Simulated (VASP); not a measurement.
# Li3Y (P6_3/mmc) in VASP: single point with LDA

Aim: the single point of Li3Y with LDA.

All numbers are computed with VASP 6.6.1; they aren't measurements. Logs are shortened: lines on timing, memory, paths and dates and some standing lists are left out, and cuts for length are marked.

## (1) The structure

Symmetry: P6_3/mmc, No. 194, hexagonal system. Conventional cell: a = 6.568 Å, b = 6.568 Å, c = 4.993 Å, α = 90.00°, β = 90.00°, γ = 120.00°. Li (site symmetry mm2) is surrounded by 6 Li at 2.95 to 3.02 Å and 4 Y at 3.25 to 3.29 Å. Y (site symmetry -6m2) has 12 Li at 3.25 to 3.29 Å as nearest neighbours.

The cell comes from a database or a generator and needn't be the stable form of this composition.

## (2) Single point, LDA

The input, INCAR:

```
SYSTEM = Li3Y
PREC = Accurate
ENCUT = 520
EDIFF = 1E-6
ISMEAR = 1
SIGMA = 0.1
LREAL = .FALSE.
LASPH = .TRUE.
NELM = 100
ALGO = Normal
ISIF = 2
LWAVE = .FALSE.
LCHARG = .FALSE.
NBANDS = 30
```

The input, KPOINTS:

```
regular mesh
0
G
  3 3 3
  0 0 0
```

The input, POSCAR:

```
Li3Y
1.0
    6.5680938900      0.0000000000      0.0000000000
   -3.2840469400      5.6881361600      0.0000000000
    0.0000000000      0.0000000000      4.9927860000
Li Y
6 2
Direct
    0.2995380000      0.1497690000      0.7500000000
    0.8502310000      0.1497690000      0.7500000000
    0.8502310000      0.7004620000      0.7500000000
    0.7004620000      0.8502310000      0.2500000000
    0.1497690000      0.8502310000      0.2500000000
    0.1497690000      0.2995380000      0.2500000000
    0.6666666667      0.3333333333      0.2500000000
    0.3333333333      0.6666666667      0.7500000000
```

Potentials or basis: VASP PAW LDA potentials, release 64 (Li_sv, Y_sv).

The run is started by

```bash
> cat potpaw_LDA.64/Li_sv/POTCAR potpaw_LDA.64/Y_sv/POTCAR > POTCAR
> mpirun -np 1 vasp_std > vasp.out
```

OUTCAR:

```text
SYSTEM = Li3Y
   PREC = Accurate
   ENCUT = 520
   EDIFF = 1E-6
   ISMEAR = 1
   LREAL = .FALSE.
   LASPH = .TRUE.
   NELM = 100
   ISIF = 2

 ion  position               nearest neighbor table
   1  0.300  0.150  0.750-   7 3.25   7 3.25   8 3.29   8 3.29
   2  0.850  0.150  0.750-   7 3.25   7 3.25   8 3.29   8 3.29
   3  0.850  0.700  0.750-   7 3.25   7 3.25   8 3.29   8 3.29
   4  0.700  0.850  0.250-   8 3.25   8 3.25   7 3.29   7 3.29
   5  0.150  0.850  0.250-   8 3.25   8 3.25   7 3.29   7 3.29
   6  0.150  0.300  0.250-   8 3.25   8 3.25   7 3.29   7 3.29
   7  0.667  0.333  0.250-   2 3.25   2 3.25   3 3.25   3 3.25   1 3.25   1 3.25   4 3.29   4 3.29
                             6 3.29   5 3.29   5 3.29   6 3.29
   8  0.333  0.667  0.750-   5 3.25   5 3.25   6 3.25   6 3.25   4 3.25   4 3.25   1 3.29   1 3.29
                             3 3.29   2 3.29   2 3.29   3 3.29

  LATTYP: Found a hexagonal cell.
 ALAT       =     6.5680938900
 C/A-ratio  =     0.7601575257

  Lattice vectors:

 A1 = (   6.5680938900,   0.0000000000,   0.0000000000)
 A2 = (  -3.2840469400,   5.6881361600,   0.0000000000)
 A3 = (   0.0000000000,   0.0000000000,   4.9927860000)

Analysis of symmetry for initial positions (statically):
=====================================================================
 Subroutine PRICEL returns:
 Original cell was already a primitive cell.

 Routine SETGRP: Setting up the symmetry group for a
 hexagonal supercell.

 Subroutine GETGRP returns: Found 24 space group operations
 (whereof 12 operations were pure point group operations)
 out of a pool of 24 trial point group operations.

The static configuration has the point symmetry D_3d.
 The point group associated with its full space group is D_6h.

Analysis of symmetry for dynamics (positions and initial velocities):
=====================================================================
 Subroutine PRICEL returns:
 Original cell was already a primitive cell.

 Routine SETGRP: Setting up the symmetry group for a
 hexagonal supercell.

 Subroutine GETGRP returns: Found 24 space group operations
 (whereof 12 operations were pure point group operations)
 out of a pool of 24 trial point group operations.

The dynamic configuration has the point symmetry D_3d.
 The point group associated with its full space group is D_6h.

 Subroutine INISYM returns: Found 24 space group operations
 (whereof 12 operations are pure point group operations),
 and found     1 'primitive' translations

----------------------------------------------------------------------------------------

                                     Primitive cell

  volume of cell :     186.5315

  direct lattice vectors                    reciprocal lattice vectors
     6.568093890  0.000000000  0.000000000     0.152251173  0.087902256  0.000000000
    -3.284046940  5.688136160  0.000000000     0.000000000  0.175804512  0.000000000
     0.000000000  0.000000000  4.992786000     0.000000000  0.000000000  0.200288977

  length of vectors
     6.568093890  6.568093885  4.992786000     0.175804512  0.175804512  0.200288977

  position of ions in fractional coordinates (direct lattice)
     0.299538000  0.149769000  0.750000000
     0.850231000  0.149769000  0.750000000
     0.850231000  0.700462000  0.750000000
     0.700462000  0.850231000  0.250000000
     0.149769000  0.850231000  0.250000000
     0.149769000  0.299538000  0.250000000
     0.666666667  0.333333333  0.250000000
     0.333333333  0.666666667  0.750000000

  ion indices of the primitive-cell ions
   primitive index   ion index
                 1           1
                 2           2
                 3           3
                 4           4
                 5           5
                 6           6
                 7           7
                 8           8

----------------------------------------------------------------------------------------

 KPOINTS: regular mesh

Automatic generation of k-mesh.
 Grid dimensions read from file:
 generate k-points for:    3    3    3

 Generating k-lattice:

  Cartesian coordinates                     Fractional coordinates (reciprocal lattice)
     0.050750391  0.029300752  0.000000000     0.333333333  0.000000000  0.000000000
     0.000000000  0.058601504  0.000000000     0.000000000  0.333333333  0.000000000
     0.000000000  0.000000000  0.066762992     0.000000000  0.000000000  0.333333333

  Length of vectors
     0.058601504  0.058601504  0.066762992

  Shift w.r.t. Gamma in fractional coordinates (k-lattice)
     0.000000000  0.000000000  0.000000000

 Subroutine IBZKPT returns following result:
 ===========================================

 Found      6 irreducible k-points:

 Following reciprocal coordinates:
            Coordinates               Weight
  0.000000  0.000000  0.000000      1.000000
  0.333333  0.000000  0.000000      6.000000
  0.333333  0.333333  0.000000      2.000000
  0.000000  0.000000  0.333333      2.000000
  0.333333  0.000000  0.333333     12.000000
  0.333333  0.333333  0.333333      4.000000
   k-points           NKPTS =      6   k-points in BZ     NKDIM =      6   number of bands    NBANDS=     30
   number of dos      NEDOS =    301   number of ions     NIONS =      8
   total plane-waves  NPLWV = 100000
   dimension x,y,z NGX =    50 NGY =   50 NGZ =   40
   dimension x,y,z NGXF=   100 NGYF=  100 NGZF=   80
   ions per type =               6   2
   NGX,Y,Z   is equivalent  to a cutoff of  12.66, 12.66, 13.32 a.u.
   NGXF,Y,Z  is equivalent  to a cutoff of  25.31, 25.31, 26.64 a.u.
 SYSTEM =  Li3Y
   PREC   = accura    normal or accurate (medium, high low for compatibility)
   ISTART =      0    job   : 0-new  1-cont  2-samecut
   ICHARG =      2    charge: 1-file 2-atom 10-const
   ISPIN  =      1    spin polarized calculation?
   LNONCOLLINEAR =      F non collinear calculations
   LSORBIT =      F    spin-orbit coupling
   LASPH  =      T    aspherical Exc in radial PAW
   ENCUT  =  520.0 eV  38.22 Ry    6.18 a.u.  12.21 12.21  9.28*2*pi/ulx,y,z
   NELM   =    100;   NELMIN=  2; NELMDL= -5     # of ELM steps
   EDIFF  = 0.1E-05   stopping-criterion for ELM
[... 8 lines left out ...]
   TEBEG  =    0.0;   TEEND  =   0.0 temperature during run
   PSTRESS=    0.0 pullay stress
   NELECT =      40.0000    total number of electrons
   NUPDOWN=      -1.0000    fix difference up-down
   EMIN   =  10.00;   EMAX   =-10.00  energy-range for DOS
   EFERMI =   0.00;   METHOD = LEGACY
   ISMEAR =     1;   SIGMA  =   0.10  broadening in eV -4-tet -1-fermi 0-gaus
   EFERMI_NEDOS =   21; number of points for ismear=-14 and -15
   IALGO  =     38    algorithm
   IMIX   =      4    mixing-type and parameters
     AMIX     =   0.40;   BMIX     =  1.00
     AMIX_MAG =   1.60;   BMIX_MAG =  1.00
  volume/ion in A,a.u.               =      23.32       157.35
  Fermi-wavevector in a.u.,A,eV,Ry     =   0.979890  1.851724 13.064106  0.960185
  Thomas-Fermi vector in A             =   2.110778
   LORBIT       =      0    0 simple, 1 ext, 2 COOP (PROOUT), +10 PAW based schemes
   GGA     = CA    functional components
   LHFCALC =     F    Hartree Fock is set to
   AEXX    =    0.0000 exact exchange contribution
   IVDW    =     0    specifies the selected vdW correction
   LEPSILON=     F    determine dielectric tensor
   LRPA    =     F    only Hartree local field effects (RPA)
 non-spin polarized calculation
 Methfessel and Paxton  Order N= 1 SIGMA  =   0.10
  energy-cutoff  :      520.00
  volume of cell :      186.53
 maximum number of plane-waves:      5035
 NGX is ok and might be reduce to    50
   NGX = 25   NGY = 25   NGZ = 19

 number of electron      40.0000017 magnetization

 Free energy of the ion-electron system (eV)
  ---------------------------------------------------
  ext. energy  EPLUGINS =         0.00000000
  ---------------------------------------------------
  free energy    TOTEN  =       -24.40209030 eV

  energy without entropy =      -24.37850107  energy(sigma->0) =      -24.39422722

 E-fermi :   1.3855     XC(G=0):  -8.0966

 val. band max:        1.3831307194   @ k =   0.0000   0.0000   0.3333
 cond. band min:       1.3973627518   @ k =   0.3333   0.0000   0.0000
 fundamental gap:      0.0142320324
 Fermi energy:         1.3855324245

 k-point     1 :       0.0000    0.0000    0.0000
  band No.  band energies     occupation
      1     -43.7535      2.00000
      2     -43.7406      2.00000
      3     -43.7406      2.00000
      4     -43.7370      2.00000
      5     -43.7327      2.00000
      6     -43.7327      2.00000
[... 22 lines left out ...]
     29       3.2643     -0.00000
     30       3.6046      0.00000

 k-point     2 :       0.3333    0.0000    0.0000
  band No.  band energies     occupation
      1     -43.7528      2.00000
      2     -43.7412      2.00000
      3     -43.7406      2.00000
      4     -43.7366      2.00000
      5     -43.7331      2.00000
      6     -43.7326      2.00000
[... 22 lines left out ...]
     29       4.1455      0.00000
     30       4.2284      0.00000

 k-point     3 :       0.3333    0.3333    0.0000
  band No.  band energies     occupation
      1     -43.7525      2.00000
      2     -43.7410      2.00000
      3     -43.7410      2.00000
      4     -43.7363      2.00000
      5     -43.7330      2.00000
      6     -43.7330      2.00000
[... 22 lines left out ...]
     29       4.8215      0.00000
     30       5.2110      0.00000

 k-point     4 :       0.0000    0.0000    0.3333
  band No.  band energies     occupation
      1     -43.7493      2.00000
      2     -43.7410      2.00000
      3     -43.7386      2.00000
      4     -43.7386      2.00000
      5     -43.7346      2.00000
      6     -43.7346      2.00000
[... 22 lines left out ...]
     29       3.7956      0.00000
     30       3.9172      0.00000

 k-point     5 :       0.3333    0.0000    0.3333
  band No.  band energies     occupation
      1     -43.7487      2.00000
      2     -43.7406      2.00000
      3     -43.7391      2.00000
      4     -43.7386      2.00000
      5     -43.7351      2.00000
      6     -43.7346      2.00000
[... 22 lines left out ...]
     29       3.9261      0.00000
     30       4.0790      0.00000

 k-point     6 :       0.3333    0.3333    0.3333
  band No.  band energies     occupation
      1     -43.7484      2.00000
      2     -43.7404      2.00000
      3     -43.7390      2.00000
      4     -43.7390      2.00000
      5     -43.7349      2.00000
      6     -43.7349      2.00000
[... 22 lines left out ...]
     29       3.5775      0.00000
     30       4.2088      0.00000

------------------------ aborting loop because EDIFF is reached ----------------------------------------

  FORCE on cell =-STRESS in cart. coord.  units (eV):
  Direction    XX          YY          ZZ          XY          YZ          ZX
  --------------------------------------------------------------------------------------
  -------------------------------------------------------------------------------------
  Total       -1.5714658     -1.5714658     -1.7886923     -0.0000000      0.0000000     -0.0000000
  in kB      -13.4978075    -13.4978075    -15.3636337     -0.0000000      0.0000000     -0.0000000
  external PRESSURE =     -14.1197496 kB  Pullay stress =       0.0000000 kB

 VOLUME and BASIS-vectors are now :
 -----------------------------------------------------------------------------
  energy-cutoff  :      520.00
  volume of cell :      186.53
      direct lattice vectors                 reciprocal lattice vectors
     6.568093890  0.000000000  0.000000000     0.152251173  0.087902256  0.000000000
    -3.284046940  5.688136160  0.000000000     0.000000000  0.175804512  0.000000000
     0.000000000  0.000000000  4.992786000     0.000000000  0.000000000  0.200288977

 POSITION                                       TOTAL-FORCE (eV/Angst)
 -----------------------------------------------------------------------------------
      1.47555      0.85191      3.74459         0.033295      0.019223     -0.000000
      5.09255      0.85191      3.74459        -0.033295      0.019223     -0.000000
      3.28405      3.98432      3.74459        -0.000000     -0.038446     -0.000000
      1.80850      4.83623      1.24820        -0.033295     -0.019223      0.000000
     -1.80850      4.83623      1.24820         0.033295     -0.019223      0.000000
      0.00000      1.70381      1.24820         0.000000      0.038446      0.000000
      3.28405      1.89605      1.24820        -0.000000     -0.000000     -0.000000
      0.00000      3.79209      3.74459         0.000000      0.000000     -0.000000
 -----------------------------------------------------------------------------------
    total drift:                               -0.000000      0.000000     -0.000000

  FREE ENERGIE OF THE ION-ELECTRON SYSTEM (eV)
  ---------------------------------------------------
  free  energy   TOTEN  =       -24.4020902955 eV

  energy  without entropy=      -24.3785010741  energy(sigma->0) =      -24.39422722
```

Run time: 27 s. Hardware: 1 thread of Intel Xeon 6975P-C (Granite Rapids), shared host; peak memory 0.25 GiB.

Results:

| Item | Value |
| --- | --- |
| Free energy | -24.4021 eV |
| Largest force | 0.038 eV/Å |
| Band gap on the k mesh | none (metal or under the smearing width) |

Forces on the atoms (eV/Å):
```
Li   0.033  0.019  0.000
Li  -0.033  0.019  0.000
Li   0.000 -0.038  0.000
Li  -0.033 -0.019  0.000
Li   0.033 -0.019  0.000
Li   0.000  0.038  0.000
Y    0.000  0.000  0.000
Y    0.000  0.000  0.000
```

Caveat: the k mesh is coarse (spacing up to 0.42 Å⁻¹), so the values aren't converged; the cutoff is under 1.25 times the usual one of these potentials, so pressure, stress and relaxed cells hold a basis-set (Pulay) error.
